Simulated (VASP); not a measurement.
Consider the following.

```
CELL_PARAMETERS angstrom
      0.00000     2.85753     2.85753
      2.85753     0.00000     2.85753
      2.85753     2.85753     0.00000
ATOMIC_POSITIONS crystal
  Ga 0.00000 0.00000 0.00000
  As 0.25000 0.25000 0.25000
```

Computed with rev-vdW-DF2, VASP's PBE PAW potentials (set 64) (plane waves; VASP). Settings: 520 eV cut-off, Gaussian smearing of 0.050 eV, potentials Ga_d As.

Task: Predict the band gap (along the path) with the smallest direct gap where there is one.

Result: 
| Quantity | Result |
|---|---|
| band gap (along the path) | 0.15 eV |
| smallest direct gap (along the path) | 0.15 eV |

Only differences to runs with the same potentials and settings are physical.

The compound is GaAs in the zinc blende structure. It was relaxed first.
